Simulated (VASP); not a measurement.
# Tl2Ga (R-3m) in VASP: reference runs

Reference runs on Tl2Ga: the cell as given.

Everything below comes from runs of VASP 6.6.1. Logs are shortened: lines on timing, memory, paths and dates and some standing lists are left out, and cuts for length are marked.

### Step 1. Starting point

Symmetry: R-3m, No. 166, trigonal system. The conventional cell has a = 4.543 Å, b = 4.543 Å, c = 9.526 Å, α = 90.00°, β = 90.00°, γ = 120.00°. Tl (site symmetry 3m) is surrounded by 1 Ga at 1.39 Å. Ga (site symmetry -3m) is surrounded by 2 Tl at 1.39 Å.

The cell was built by a generator and needn't be a form met in nature.

### Step 2. Single point, PBE

File INCAR:

```
  ALGO = Normal
  EDIFF = 1E-7
  ENCUT = 520
  GGA = PE
  ISIF = 2
  ISMEAR = -1
  LASPH = T
  LCHARG = F
  LREAL = F
  LWAVE = F
  NBANDS = 26
  NELM = 60
  PREC = Accurate
  SIGMA = 0.05
```

File KPOINTS:

```
k-points
0
Gamma
  7 7 7
```

File POSCAR:

```
Tl2Ga
1.0
    2.2712950800      1.3113328200      3.1751935900
   -2.2712950800      1.3113328200      3.1751935900
    0.0000000000     -2.6226656500      3.1751935900
Tl Ga
2 1
Direct
    0.3543659200      0.3543659200      0.3543659200
    0.6456340800      0.6456340800      0.6456340800
    0.5000000000      0.5000000000      0.5000000000
```

Potentials or basis: VASP PAW PBE potentials, release 64 (Tl_d, Ga_d).

The run is started by

```console
> cat potpaw_PBE.64/Tl_d/POTCAR potpaw_PBE.64/Ga_d/POTCAR > POTCAR
> mpirun -np 1 vasp_std > vasp.out
```

OUTCAR:

```text
EDIFF = 1E-7
   ENCUT = 520
   GGA = PE
   ISIF = 2
   ISMEAR = -1
   LASPH = T
   LREAL = F
   NELM = 60
   PREC = Accurate

 ion  position               nearest neighbor table
   1  0.354  0.354  0.354-   3 1.39   2 2.65   2 2.65   2 2.65   2 2.77   3 3.17   3 3.17   3 3.17

   2  0.646  0.646  0.646-   3 1.39   1 2.65   1 2.65   1 2.65   1 2.77   3 3.17   3 3.17   3 3.17

   3  0.500  0.500  0.500-   1 1.39   2 1.39   1 3.17   2 3.17   1 3.17   1 3.17   2 3.17   2 3.17

 -----------------------------------------------------------------------------
|                                                                             |
|           W    W    AA    RRRRR   N    N  II  N    N   GGGG   !!!           |
|           W    W   A  A   R    R  NN   N  II  NN   N  G    G  !!!           |
|           W    W  A    A  R    R  N N  N  II  N N  N  G       !!!           |
|           W WW W  AAAAAA  RRRRR   N  N N  II  N  N N  G  GGG   !            |
|           WW  WW  A    A  R   R   N   NN  II  N   NN  G    G                |
|           W    W  A    A  R    R  N    N  II  N    N   GGGG   !!!           |
|                                                                             |
|     The distance between some ions is very small. Please check the          |
|     nearest-neighbor list in the OUTCAR file.                               |
|     I HOPE YOU KNOW WHAT YOU ARE DOING!                                     |
|                                                                             |
 -----------------------------------------------------------------------------

  LATTYP: Found a trigonal (rhomboedric) cell.
 ALAT       =     4.1182799127
 COS(alpha) =     0.3916613736

  Lattice vectors:

 A1 = (   2.2712950800,   1.3113328200,   3.1751935900)
 A2 = (  -2.2712950800,   1.3113328200,   3.1751935900)
 A3 = (   0.0000000000,  -2.6226656500,   3.1751935900)

Analysis of symmetry for initial positions (statically):
=====================================================================
 Subroutine PRICEL returns:
 Original cell was already a primitive cell.

 Routine SETGRP: Setting up the symmetry group for a
 trigonal (rhombohedral) supercell.

 Subroutine GETGRP returns: Found 12 space group operations
 (whereof 12 operations were pure point group operations)
 out of a pool of 12 trial point group operations.

The static configuration has the point symmetry D_3d.

Analysis of symmetry for dynamics (positions and initial velocities):
=====================================================================
 Subroutine PRICEL returns:
 Original cell was already a primitive cell.

 Routine SETGRP: Setting up the symmetry group for a
[... 112 lines left out ...]
   IBRION =     -1    ionic relax: 0-MD 1-quasi-New 2-CG
   NFREE  =      0    steps in history (QN), initial steepest desc. (CG)
   ISIF   =      2    stress and relaxation
   ISYM   =      2    0-nonsym 1-usesym 2-fastsym
   POTIM  = 0.5000    time-step for ionic-motion
   TEBEG  =    0.0;   TEEND  =   0.0 temperature during run
   PSTRESS=    0.0 pullay stress
   NELECT =      39.0000    total number of electrons
   NUPDOWN=      -1.0000    fix difference up-down
   EMIN   =  10.00;   EMAX   =-10.00  energy-range for DOS
   EFERMI =   0.00;   METHOD = LEGACY
   ISMEAR =    -1;   SIGMA  =   0.05  broadening in eV -4-tet -1-fermi 0-gaus
   EFERMI_NEDOS =   21; number of points for ismear=-14 and -15
   IALGO  =     38    algorithm
   IMIX   =      4    mixing-type and parameters
     AMIX     =   0.40;   BMIX     =  1.00
     AMIX_MAG =   1.60;   BMIX_MAG =  1.00
  volume/ion in A,a.u.               =      18.91       127.64
  Fermi-wavevector in a.u.,A,eV,Ry     =   1.444753  2.730188 28.399608  2.087312
  Thomas-Fermi vector in A             =   2.563013
   LORBIT       =      0    0 simple, 1 ext, 2 COOP (PROOUT), +10 PAW based schemes
   GGA     = PE    functional components
   LHFCALC =     F    Hartree Fock is set to
   AEXX    =    0.0000 exact exchange contribution
   IVDW    =     0    specifies the selected vdW correction
   LEPSILON=     F    determine dielectric tensor
   LRPA    =     F    only Hartree local field effects (RPA)
 non-spin polarized calculation
  energy-cutoff  :      520.00
  volume of cell :       56.74
 maximum number of plane-waves:      1559
   NGX = 15   NGY = 15   NGZ = 15

 number of electron      39.0000000 magnetization

 Free energy of the ion-electron system (eV)
  ---------------------------------------------------
  ext. energy  EPLUGINS =         0.00000000
  ---------------------------------------------------
  free energy    TOTEN  =        62.15291251 eV

  energy without entropy =       62.16158323  energy(sigma->0) =       62.15724787

 E-fermi :  11.2078     XC(G=0): -11.2720

 val. band max:       11.1798558048   @ k =   0.2857   0.2857   0.1429
 cond. band min:      11.2137066516   @ k =   0.2857   0.1429   0.0000
 fundamental gap:      0.0338508467
 Fermi energy:        11.2078494996

 k-point     1 :       0.0000    0.0000    0.0000
  band No.  band energies     occupation
      1     -20.1471      2.00000
      2     -18.2537      2.00000
      3     -18.2537      2.00000
      4     -12.5751      2.00000
      5     -12.5751      2.00000
      6      -8.1449      2.00000
[... 685 lines left out ...]
     25      18.6798      0.00000
     26      20.0517      0.00000

 [... further k-points ...]

------------------------ aborting loop because EDIFF is reached ----------------------------------------

  FORCE on cell =-STRESS in cart. coord.  units (eV):
  Direction    XX          YY          ZZ          XY          YZ          ZX
  --------------------------------------------------------------------------------------
  -------------------------------------------------------------------------------------
  Total       15.6710126     15.6710125    307.3948693      0.0000000     -0.0000003      0.0000000
  in kB      442.4861592    442.4861575   8679.5906890      0.0000000     -0.0000091      0.0000000
  external PRESSURE =    3188.1876686 kB  Pullay stress =       0.0000000 kB

 VOLUME and BASIS-vectors are now :
 -----------------------------------------------------------------------------
  energy-cutoff  :      520.00
  volume of cell :       56.74
      direct lattice vectors                 reciprocal lattice vectors
     2.271295080  1.311332820  3.175193590     0.220138724  0.127097152  0.104980476
    -2.271295080  1.311332820  3.175193590    -0.220138724  0.127097152  0.104980476
     0.000000000 -2.622665650  3.175193590     0.000000000 -0.254194303  0.104980475

 POSITION                                       TOTAL-FORCE (eV/Angst)
 -----------------------------------------------------------------------------------
      0.00000     -0.00000      3.37554         0.000000      0.000000   -105.670217
      0.00000     -0.00000      6.15004         0.000000     -0.000000    105.670217
      0.00000     -0.00000      4.76279        -0.000000     -0.000000      0.000000
 -----------------------------------------------------------------------------------
    total drift:                                0.000000      0.000000     -0.000000

  FREE ENERGIE OF THE ION-ELECTRON SYSTEM (eV)
  ---------------------------------------------------
  free  energy   TOTEN  =        62.1529125091 eV

  energy  without entropy=       62.1615832298  energy(sigma->0) =       62.15724787
```

OSZICAR:

```text
N       E                     dE             d eps       ncg     rms          rms(c)
DAV:   1     0.395527732954E+03    0.39553E+03   -0.21667E+04  2448   0.238E+03
DAV:   2     0.880242980811E+02   -0.30750E+03   -0.30005E+03  2330   0.580E+02
DAV:   3     0.607514856749E+02   -0.27273E+02   -0.26938E+02  2670   0.128E+02
DAV:   4     0.598796126343E+02   -0.87187E+00   -0.87121E+00  2514   0.226E+01
DAV:   5     0.598505319987E+02   -0.29081E-01   -0.29077E-01  2988   0.368E+00    0.461E+01
DAV:   6     0.614314845635E+02    0.15810E+01   -0.11711E+00  2616   0.359E+01    0.280E+01
DAV:   7     0.621284591121E+02    0.69697E+00   -0.83960E-01  3046   0.245E+01    0.971E-01
DAV:   8     0.621548496317E+02    0.26391E-01   -0.22526E-01  2766   0.162E+01    0.293E-01
DAV:   9     0.621529662314E+02   -0.18834E-02   -0.26116E-02  3300   0.263E+00    0.190E-01
DAV:  10     0.621529486285E+02   -0.17603E-04   -0.38207E-03  2958   0.124E+00    0.872E-02
DAV:  11     0.621529219725E+02   -0.26656E-04   -0.35175E-04  2822   0.155E-01    0.409E-02
DAV:  12     0.621529125374E+02   -0.94351E-05   -0.51657E-05  2614   0.677E-02    0.191E-02
DAV:  13     0.621529120877E+02   -0.44965E-06   -0.48643E-06  2624   0.751E-02    0.688E-03
DAV:  14     0.621529124613E+02    0.37354E-06   -0.12363E-06  2864   0.149E-02    0.135E-03
DAV:  15     0.621529125091E+02    0.47809E-07   -0.17040E-07  1966   0.565E-03
   1 F= 0.62152913E+02 E0= 0.62157248E+02  d E =-.867072E-02
```

It took 46 s on 1 thread of Intel Xeon Platinum 8488C (Sapphire Rapids), shared host; peak memory 0.21 GiB.

What came out:

- Free energy: 62.1529 eV
- Pressure: 318.8 GPa
- Largest force: 105.670 eV/Å
- Band gap on the k mesh: none (metal or under the smearing width)

Forces in eV/Å, atoms in the order of the input:
```
Tl     0.000    0.000 -105.670
Tl     0.000    0.000  105.670
Ga     0.000    0.000    0.000
```

Caveat: a pressure of tens of GPa on the cell as given is suspect, and the run, the potentials or the cell itself is likely at fault; forces of over 1 eV/Å show positions far from the minimum, so gaps and moduli don't describe the material at rest.
